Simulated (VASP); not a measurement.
Computed with PBE GGA, VASP's PBE PAW potentials (set 64) (plane waves; VASP).

VASP input:

**POSCAR**
```
NiSi2
1
    0.0000000000     2.7591000000     2.7591000000
    2.7591000000     0.0000000000     2.7591000000
    2.7591000000     2.7591000000     0.0000000000
Si Ni
2 1
Direct
  0.2500000000   0.2500000000   0.2500000000
  0.7500000000   0.7500000000   0.7500000000
  0.0000000000   0.0000000000   0.0000000000
```

### INCAR
```
ALGO  =  Normal
EDIFF  =  1E-6
ENCUT  =  400
GGA  =  PE
ISIF  =  2
ISMEAR  =  0
LASPH  =  .TRUE.
LCHARG  =  .FALSE.
LMAXMIX  =  4
LREAL  =  .FALSE.
LWAVE  =  .FALSE.
NELM  =  100
PREC  =  Accurate
SIGMA  =  0.05
SYSTEM  =  NiSi2
```

### KPOINTS
```
Automatic
0
gamma
  9 9 9
```

POTCAR, in this order: Si Ni (PBE.64 set). Program: vasp_std.

Output of the run:

File OSZICAR:
```
       N       E                     dE             d eps       ncg     rms          rms(c)
DAV:   1     0.600281219964E+02    0.60028E+02   -0.66454E+03   918   0.112E+03
DAV:   2    -0.161072117612E+02   -0.76135E+02   -0.71466E+02   960   0.222E+02
DAV:   3    -0.192318887582E+02   -0.31247E+01   -0.30619E+01  1135   0.519E+01
DAV:   4    -0.192968024762E+02   -0.64914E-01   -0.64589E-01  1071   0.725E+00
DAV:   5    -0.192986369747E+02   -0.18345E-02   -0.18342E-02  1156   0.127E+00    0.160E+01
DAV:   6    -0.246564618401E+02   -0.53578E+01   -0.55563E+01   988   0.184E+02    0.265E+01
DAV:   7    -0.175209258237E+02    0.71355E+01   -0.16364E+01  1095   0.114E+02    0.434E+00
DAV:   8    -0.173821741046E+02    0.13875E+00   -0.24420E+00  1305   0.272E+01    0.229E+00
DAV:   9    -0.173521502637E+02    0.30024E-01   -0.23163E-01  1203   0.821E+00    0.516E-01
DAV:  10    -0.173519105536E+02    0.23971E-03   -0.44502E-03  1228   0.801E-01    0.309E-01
DAV:  11    -0.173519404569E+02   -0.29903E-04   -0.81740E-04  1081   0.350E-01    0.327E-02
DAV:  12    -0.173519716946E+02   -0.31238E-04   -0.49146E-05  1138   0.806E-02    0.236E-02
DAV:  13    -0.173519747819E+02   -0.30873E-05   -0.36876E-05  1062   0.118E-01    0.111E-02
DAV:  14    -0.173519751475E+02   -0.36565E-06   -0.17972E-06   837   0.205E-02
   1 F= -.17351975E+02 E0= -.17351668E+02  d E =-.613754E-03
```

OUTCAR:
```
------------------------ aborting loop because EDIFF is reached ----------------------------------------
  FORCE on cell =-STRESS in cart. coord.  units (eV):
  Direction    XX          YY          ZZ          XY          YZ          ZX
  --------------------------------------------------------------------------------------
  Total       -1.3453018     -1.3453018     -1.3453018     -0.0000000      0.0000000      0.0000000
  in kB      -51.3095247    -51.3095247    -51.3095247     -0.0000000      0.0000000      0.0000000
  external PRESSURE =     -51.3095247 kB  Pullay stress =       0.0000000 kB
  volume of cell :       42.01
      direct lattice vectors                 reciprocal lattice vectors
     0.000000000  2.759100000  2.759100000    -0.181218513  0.181218513  0.181218513
     2.759100000  0.000000000  2.759100000     0.181218513 -0.181218513  0.181218513
     2.759100000  2.759100000  0.000000000     0.181218513  0.181218513 -0.181218513
 POSITION                                       TOTAL-FORCE (eV/Angst)
 -----------------------------------------------------------------------------------
      1.37955      1.37955      1.37955        -0.000000      0.000000      0.000000
      4.13865      4.13865      4.13865         0.000000     -0.000000     -0.000000
      0.00000      0.00000      0.00000         0.000000      0.000000      0.000000
 -----------------------------------------------------------------------------------
    total drift:                               -0.000000     -0.000000      0.000000
  FREE ENERGIE OF THE ION-ELECTRON SYSTEM (eV)
  ---------------------------------------------------
  free  energy   TOTEN  =       -17.3519751475 eV

  energy  without entropy=      -17.3513613936  energy(sigma->0) =      -17.35166827
```
(Selected blocks of OUTCAR.)

The compound is NiSi2 in the fluorite structure. The cell was not relaxed at this level. The run is one of a series of settings (ISMEAR = 0, SIGMA = 0.05 against the base run), some of them coarse on purpose. The run is not spin-polarised, so no magnetic state was tried.
